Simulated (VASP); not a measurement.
A convergence study with VASP on GaP (zinc blende): one setting is varied, all else stays as given below, so the limit is that of these other settings. Each run relaxes cell and ions from the cell shown. The basis is that of the starting cell, so low cut-offs carry a Pulay error.

```
GaP
1.0
    0.00000     2.72500     2.72500
    2.72500     0.00000     2.72500
    2.72500     2.72500     0.00000
Ga P
1 1
Direct
  0.00000   0.00000   0.00000
  0.25000   0.25000   0.25000
```

These are PBEsol GGA, VASP's PBE PAW potentials (set 64) (plane waves; VASP 6.6.1) values and carry that method's errors. The tightest run used: 700 eV cut-off, 7×7×7 Γ-centred mesh, Gaussian smearing of 0.050 eV, potentials Ga_d P.

Gaps are read on the run's mesh, which can miss a band edge.

**Question.** The settings run are ENCUT = 200; ENCUT = 250; ENCUT = 300; ENCUT = 350; ENCUT = 400; ENCUT = 450; ENCUT = 500; ENCUT = 550; ENCUT = 600; ENCUT = 650; ENCUT = 700. From which on does the relaxed volume stay within 0.1 Å³/atom of the tightest run?…

**Answer.** From ENCUT = 300 on: it is off by 0.034 there and by no more than 0.1 in any finer run, while ENCUT = 250 is off by 0.633.
```tsv
setting	relaxed volume (Å³/atom)	E (eV/atom)	gap on the mesh (eV)	plane waves	difference judged (Å³/atom)
ENCUT = 200	17.438	-5.0325	1.164	271	2.656
ENCUT = 250	19.461	-4.9565	1.397	378	0.633
ENCUT = 300	20.060	-4.9582	1.451	531	0.034
ENCUT = 350	20.051	-4.9583	1.448	612	0.043
ENCUT = 400	20.045	-4.9582	1.447	748	0.049
ENCUT = 450	20.075	-4.9583	1.450	893	0.019
ENCUT = 500	20.092	-4.9585	1.452	1040	0.002
ENCUT = 550	20.092	-4.9586	1.452	1243	0.002
ENCUT = 600	20.089	-4.9586	1.451	1363	0.005
ENCUT = 650	20.090	-4.9586	1.452	1536	0.003
ENCUT = 700	20.094	-4.9586	1.452	1721	0.000
```

Left out are rungs that failed or repeat a setting and relaxations that didn't move; long series are thinned to 24 rows.

The compound is GaP in the zinc blende structure.
